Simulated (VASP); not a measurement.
Write the native input for VASP 6.6.1 that does the following.

* Task: single point
* Functional: PBE
* Potentials or basis: VASP PAW PBE potentials, release 64 (Al)
* Cutoff: 700 eV
* k mesh: 18 × 18 × 18
* Occupations: gaussian, width 0.1 eV
* Spin: no spin polarisation
* Further INCAR settings: ALGO = Normal; EDIFF = 1e-07; NBANDS = 8

The structure of Al lies in POSCAR:

```
Al                                      
1.0
    0.0000000000      2.0599654349      2.0599654349
    2.0599654349      0.0000000000      2.0599654349
    2.0599654349      2.0599654349      0.0000000000
  Al            
     1
Direct
     0.0000000000000000    0.0000000000000000    0.0000000000000000
```

The cell isn't the ideal one: a relaxed cell with its volume scaled by 1.06.

The input as run:

INCAR

```
SYSTEM = Al
ALGO = Normal ; EDIFF = 1E-7
ENCUT = 700 ; GGA = PE
ISIF = 2 ; ISMEAR = 0
LASPH = .True. ; LCHARG = .False.
LREAL = .False. ; LWAVE = .False.
NBANDS = 8 ; NELM = 80
PREC = Accurate ; SIGMA = 0.1
```

KPOINTS

```
k-points
0
Gamma
  18 18 18
  0 0 0
```

Potentials or basis: VASP PAW PBE potentials, release 64 (Al).

Run with:

```console
$ cat potpaw_PBE.64/Al/POTCAR > POTCAR
$ mpirun -np 1 vasp_std > vasp.out
```

Results of the run:

| Quantity | Value |
| --- | --- |
| Pressure | -4.0 GPa |
| Band gap on the k mesh | none (metal or under the smearing width) |

Wall time 32 s on 1 thread of Intel(R) Xeon(R) Platinum 8259CL CPU @ 2.50GHz (Skylake/Cascade Lake) (shared host), peak memory 0.17 GiB.
